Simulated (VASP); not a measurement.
Input:

```
CELL_PARAMETERS angstrom
      2.86000     0.00000     0.00000
      0.00000     2.86000     0.00000
      0.00000     0.00000     2.86000
ATOMIC_POSITIONS crystal
  Al 0.50000 0.50000 0.50000
  Co 0.00000 0.00000 0.00000
```

Level of theory: PBE GGA, VASP's PBE PAW potentials (set 64) (plane waves; VASP). Numerical set-up: PREC = Normal, 400 eV cut-off, 11×11×11 Γ-centred mesh, first-order Methfessel-Paxton smearing of 0.10 eV, potentials Al Co.

### Question
Give the stress tensor in GPa (positive for a compressed cell).

### Answer

```
-1.85   0.00   0.00
 0.00  -1.85   0.00
 0.00   0.00  -1.85
```
The pressure is its mean diagonal, -1.85 GPa.

The compound is CoAl in the CsCl type structure. The cell was not relaxed at this level. The run is one of a series of settings (PREC = Normal against the base run), some of them coarse on purpose. The run is not spin-polarised, so no magnetic state was tried.
